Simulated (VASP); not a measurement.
Output of a VASP run:

**OSZICAR**
```
...
DAV:  19    -0.262750032419E+02    0.68186E-06   -0.50108E-07   610   0.120E-02
   1 F= -.26275003E+02 E0= -.26275254E+02  d E =-.262750E+02
       N       E                     dE             d eps       ncg     rms          rms(c)
DAV:   1    -0.282482676412E+02   -0.19733E+01   -0.28435E+01  1210   0.948E+01    0.126E+01
DAV:   2    -0.292390084713E+02   -0.99074E+00   -0.55361E+01  1238   0.123E+02    0.131E+01
DAV:   3    -0.263145285311E+02    0.29245E+01   -0.21308E+01  1288   0.729E+01    0.219E+00
DAV:   4    -0.263014096957E+02    0.13119E-01   -0.17875E-01  1160   0.412E+00    0.157E+00
DAV:   5    -0.262803845248E+02    0.21025E-01   -0.71170E-02  1392   0.321E+00    0.437E-01
DAV:   6    -0.262790220260E+02    0.13625E-02   -0.12113E-02  1128   0.157E+00    0.172E-01
DAV:   7    -0.262799974886E+02   -0.97546E-03   -0.10034E-02  1120   0.130E+00    0.138E-01
DAV:   8    -0.262784530103E+02    0.15445E-02   -0.35721E-03  1130   0.747E-01    0.415E-02
DAV:   9    -0.262784516407E+02    0.13696E-05   -0.67036E-04  1194   0.345E-01    0.204E-02
DAV:  10    -0.262784148572E+02    0.36784E-04   -0.96575E-05  1124   0.122E-01    0.477E-03
DAV:  11    -0.262784105393E+02    0.43179E-05   -0.67320E-06  1190   0.366E-02    0.414E-03
DAV:  12    -0.262784100313E+02    0.50798E-06   -0.57657E-06  1142   0.303E-02
   2 F= -.26278410E+02 E0= -.26278633E+02  d E =-.340679E-02
       N       E                     dE             d eps       ncg     rms          rms(c)
DAV:   1    -0.267830573726E+02   -0.50465E+00   -0.66885E+00  1212   0.477E+01    0.578E+00
DAV:   2    -0.271203037854E+02   -0.33725E+00   -0.14808E+01  1286   0.602E+01    0.684E+00
DAV:   3    -0.263268291705E+02    0.79347E+00   -0.51875E+00  1240   0.375E+01    0.930E-01
DAV:   4    -0.263215031698E+02    0.53260E-02   -0.27298E-02  1134   0.210E+00    0.686E-01
DAV:   5    -0.263210618339E+02    0.44134E-03   -0.58517E-02  1274   0.323E+00    0.236E-01
DAV:   6    -0.263161039536E+02    0.49579E-02   -0.12905E-02  1120   0.172E+00    0.704E-02
DAV:   7    -0.263170005978E+02   -0.89664E-03   -0.22829E-03  1120   0.745E-01    0.637E-02
DAV:   8    -0.263163025853E+02    0.69801E-03   -0.42656E-03  1120   0.103E+00    0.159E-02
DAV:   9    -0.263160902153E+02    0.21237E-03   -0.59410E-04  1122   0.372E-01    0.490E-03
DAV:  10    -0.263160886357E+02    0.15795E-05   -0.63640E-06  1272   0.346E-02    0.292E-03
DAV:  11    -0.263160901835E+02   -0.15478E-05   -0.30660E-06  1128   0.263E-02    0.214E-03
DAV:  12    -0.263160896123E+02    0.57118E-06   -0.40629E-06  1120   0.323E-02
   3 F= -.26316090E+02 E0= -.26316332E+02  d E =-.410864E-01
       N       E                     dE             d eps       ncg     rms          rms(c)
DAV:   1    -0.263171611262E+02   -0.10709E-02   -0.14380E-02  1214   0.217E+00    0.267E-01
DAV:   2    -0.263176083945E+02   -0.44727E-03   -0.30461E-02  1280   0.278E+00    0.301E-01
DAV:   3    -0.263160707394E+02    0.15377E-02   -0.10832E-02  1274   0.170E+00    0.333E-02
DAV:   4    -0.263160749409E+02   -0.42015E-05   -0.86543E-05  1124   0.117E-01    0.244E-02
DAV:   5    -0.263160648969E+02    0.10044E-04   -0.18079E-04  1156   0.190E-01    0.913E-03
DAV:   6    -0.263160559042E+02    0.89927E-05   -0.24736E-05  1120   0.740E-02    0.276E-03
DAV:   7    -0.263160585884E+02   -0.26841E-05   -0.29464E-06  1132   0.262E-02    0.156E-03
DAV:   8    -0.263160577130E+02    0.87539E-06   -0.43361E-06  1120   0.324E-02
   4 F= -.26316058E+02 E0= -.26316301E+02  d E =-.410545E-01
```

**OUTCAR**
```
------------------------ aborting loop because EDIFF is reached ----------------------------------------
  FORCE on cell =-STRESS in cart. coord.  units (eV):
  Direction    XX          YY          ZZ          XY          YZ          ZX
  --------------------------------------------------------------------------------------
  Total        0.0020534      0.0020534      0.0020534     -0.0000000      0.0000000      0.0000000
  in kB        0.1482498      0.1482498      0.1482498     -0.0000000      0.0000000      0.0000000
  external PRESSURE =       0.1482498 kB  Pullay stress =       0.0000000 kB
  volume of cell :       22.19
      direct lattice vectors                 reciprocal lattice vectors
     2.810168564  0.000000000 -0.000000000     0.355850540 -0.000000000  0.000000000
     0.000000000  2.810168564 -0.000000000     0.000000000  0.355850540  0.000000000
    -0.000000000 -0.000000000  2.810168564     0.000000000  0.000000000  0.355850540
 POSITION                                       TOTAL-FORCE (eV/Angst)
 -----------------------------------------------------------------------------------
      1.40508      1.40508      1.40508         0.000000      0.000000      0.000000
      0.00000      0.00000      0.00000        -0.000000     -0.000000      0.000000
 -----------------------------------------------------------------------------------
    total drift:                               -0.000000      0.000000      0.000000
  FREE ENERGIE OF THE ION-ELECTRON SYSTEM (eV)
  ---------------------------------------------------
  free  energy   TOTEN  =       -26.3160577130 eV

  energy  without entropy=      -26.3167872261  energy(sigma->0) =      -26.31630088

 reached required accuracy - stopping structural energy minimisation
```
(Selected blocks of OUTCAR.)

**POSCAR**
```
CoAl
1
    2.8600000000     0.0000000000     0.0000000000
    0.0000000000     2.8600000000     0.0000000000
    0.0000000000     0.0000000000     2.8600000000
Al Co
1 1
Direct
  0.5000000000   0.5000000000   0.5000000000
  0.0000000000   0.0000000000   0.0000000000
```

Q: Reconstruct the remaining input files.

A: This is not unique; one that fits is the input of the run itself, SCAN meta-GGA, plane waves, VASP's PBE PAW potentials (set 64).

File KPOINTS:
```
Regular mesh
0
gamma
11 11 11
0 0 0
```

**INCAR**
```
EDIFFG=-0.01
LREAL=.False.
LASPH=.True.   # aspherical one-centre terms
LMAXMIX=4   # l cut-off of mixed one-centre charges
ISIF=3   # ions, shape and volume
ISMEAR=1   # Methfessel-Paxton
NSW=60   # most ionic steps
LCHARG=.False.
PREC=Accurate
ENCUT=520   # plane-wave cut-off (eV)
LWAVE=.False.
NELM=100   # most electronic steps
METAGGA=SCAN
SIGMA=0.1   # width (eV)
SYSTEM=CoAl
LMIXTAU=.True.
IBRION=2   # conjugate gradients
ALGO=Normal   # blocked Davidson
EDIFF=1E-6   # SCF stop (eV)
```

POTCAR, in this order: Al Co (PBE.64 set). Program: vasp_std.

Energy and stress use the plane-wave basis of the starting cell.

The compound is CoAl in the CsCl type structure. This run relaxes it. Symmetry was kept, so distortions that lower it aren't found. The run is not spin-polarised, so no magnetic state was tried.
